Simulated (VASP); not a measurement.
VASP input:

INCAR:
```
# general
SYSTEM   =  CaO
PREC     =  Accurate
ENCUT    =  620
LREAL    =  .FALSE.
LASPH    =  .TRUE.   # aspherical one-centre terms

# electronic loop
EDIFF    =  1E-6
NELM     =  100   # most electronic steps
ALGO     =  Normal   # blocked Davidson

# smearing
ISMEAR   =  0   # Gaussian
SIGMA    =  0.05

# ions
IBRION   =  2   # conjugate gradients
NSW      =  40   # most ionic steps
ISIF     =  3   # ions, shape and volume
EDIFFG   =  -0.02
PSTRESS  =  50

# output
LWAVE    =  .FALSE.
LCHARG   =  .FALSE.
```

### KPOINTS
```
Automatic mesh
0
Gamma
10 10 10
0 0 0
```

### POSCAR
```
CaO
1.0
  0.0000000000   2.3308444559   2.3308444559
  2.3308444559   0.0000000000   2.3308444559
  2.3308444559   2.3308444559   0.0000000000
Ca O
1 1
direct
  0.0000000000   0.0000000000   0.0000000000
  0.5000000000   0.5000000000   0.5000000000
```

POTCAR, in this order: Ca_sv O (LDA.64 set). Program: vasp_std.

Question: Write an equivalent input for Quantum ESPRESSO's pw.x.

Answer: One equivalent input (not run):
```
&CONTROL
  calculation = 'vc-relax'
  pseudo_dir = './pseudo'
  outdir = './out'
  tprnfor = .true.
  tstress = .true.
  nstep = 40
  forc_conv_thr = 0.00078
/
&SYSTEM
  ibrav = 0
  nat = 2
  ntyp = 2
  ecutwfc = 84
  occupations = 'smearing'
  smearing = 'gaussian'
  degauss = 0.003675
  input_dft = 'pz'
/
&ELECTRONS
  conv_thr = 7.3e-08
  electron_maxstep = 100
/
&IONS
/
&CELL
  press = 50
/
ATOMIC_SPECIES
  Ca 40.078 Ca.upf
  O 15.999 O.upf
CELL_PARAMETERS angstrom
     0.0000000    2.3308445    2.3308445
     2.3308445   -0.0000000    2.3308445
     2.3308445    2.3308445   -0.0000000
ATOMIC_POSITIONS crystal
  Ca   0.0000000  0.0000000  0.0000000
  O    0.5000000  0.5000000  0.5000000
K_POINTS automatic
  10 10 10 0 0 0
```
Limits of the translation: the potentials are each code's own (VASP's PAW set, PseudoDojo norm-conserving files in pw.x), so ENCUT and ecutwfc are chosen apart and not converted; conv_thr bounds pw.x's estimated SCF error, while EDIFF bounds the energy change between steps; forc_conv_thr acts on force components and is met together with etot_conv_thr.

The compound is CaO in the rock salt structure. It was relaxed first under an external pressure of 5 GPa.
